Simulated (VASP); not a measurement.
An input for Quantum ESPRESSO's pw.x (written as the equivalent of a VASP run, and not itself run):

```
&CONTROL
  calculation = 'vc-relax'
  pseudo_dir = './pseudo'
  outdir = './out'
  tprnfor = .true.
  tstress = .true.
  nstep = 40
  forc_conv_thr = 0.00078
/
&SYSTEM
  ibrav = 0
  nat = 2
  ntyp = 1
  ecutwfc = 78
  occupations = 'smearing'
  smearing = 'methfessel-paxton'
  degauss = 0.00735
  input_dft = 'pbe'
/
&ELECTRONS
  conv_thr = 7.3e-08
  electron_maxstep = 100
/
&IONS
/
&CELL
  press = 100
/
ATOMIC_SPECIES
  Sc 44.956 Sc.upf
CELL_PARAMETERS angstrom
     1.5854096   -2.7460098    0.0000000
     1.5854096    2.7460098    0.0000000
     0.0000000   -0.0000000    4.8973329
ATOMIC_POSITIONS crystal
  Sc   0.3333330  0.6666670  0.2500000
  Sc   0.6666670  0.3333330  0.7500000
K_POINTS automatic
  13 13 8 0 0 0
```

Question: Write the VASP files for the same calculation (PBE).

Answer: One answer among several that fit: 
INCAR:
```
ENCUT = 500   ! plane-wave cut-off (eV)
IBRION = 2   ! conjugate gradients
SYSTEM = Sc
ALGO = Normal   ! blocked Davidson
ISMEAR = 1   ! Methfessel-Paxton
EDIFF = 1E-6
SIGMA = 0.1
NELM = 100
EDIFFG = -0.02
PREC = Accurate
PSTRESS = 100   ! kbar
LWAVE = .False.
NSW = 40   ! most ionic steps
GGA = PE   ! PBE
LCHARG = .False.
LREAL = .False.
LASPH = .True.   ! aspherical one-centre terms
ISIF = 3
LMAXMIX = 4   ! l cut-off of mixed one-centre charges
```

### KPOINTS
```
Automatic
0
Gamma
 13 13 8
```

POSCAR:
```
Sc
1
    1.5854095515    -2.7460097910     0.0000000000
    1.5854095515     2.7460097910     0.0000000000
    0.0000000000    -0.0000000000     4.8973328964
Sc
2
Direct
  0.3333330000   0.6666670000   0.2500000000
  0.6666670000   0.3333330000   0.7500000000
```

POTCAR, in this order: Sc_sv (PBE.64 set). Program: vasp_std.

Limits of the translation: the potentials are each code's own (VASP's PAW set, PseudoDojo norm-conserving files in pw.x), so ENCUT and ecutwfc are chosen apart and not converted; conv_thr bounds pw.x's estimated SCF error, while EDIFF bounds the energy change between steps; forc_conv_thr acts on force components and is met together with etot_conv_thr.

The compound is Sc in the hcp structure. This run relaxes it under an external pressure of 10 GPa. Symmetry was kept, so distortions that lower it aren't found.
